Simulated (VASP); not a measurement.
Ta:

```
CELL_PARAMETERS angstrom
-1.65128 1.65128 1.65128
1.65128 -1.65128 1.65128
1.65128 1.65128 -1.65128
ATOMIC_POSITIONS crystal
Ta 0.00000 0.00000 0.00000
```

| Quantity | Value |
| --- | --- |
| Program | VASP 6.6.1 |
| Task | relaxation of cell and atoms |
| Functional | PBE |
| Potentials or basis | VASP PAW PBE potentials, release 64 (Ta_pv) |
| Cutoff | 520 eV |
| k mesh | 18 × 18 × 18 |
| Occupations | gaussian, width 0.1 eV |
| Spin | no spin polarisation |

At the start: pressure 3.1 GPa; volume 18.01 Å³/atom.

Where does the relaxation end?

Over 3 steps the energy falls by 2.6 meV/atom and the volume is 18.29 Å³/atom (+1.5 %); space group Im-3m (No. 229, to 0.05 Å).

Step by step:
```csv
step,energy change (eV),largest force (eV/Å),pressure (GPa),volume (Å³)
1,0.0000,0.0000,3.05,18.01
2,0.0101,0.0000,-6.25,18.92
3,-0.0026,0.0000,-0.01,18.29
```

Final structure:
```yaml
crystal:
  lattice:
    - [-1.65976, 1.65976, 1.65976]
    - [1.65976, -1.65976, 1.65976]
    - [1.65976, 1.65976, -1.65976]
  atoms:
    - { symbol: Ta, position: [0.00000, 0.00000, 0.00000] }
```
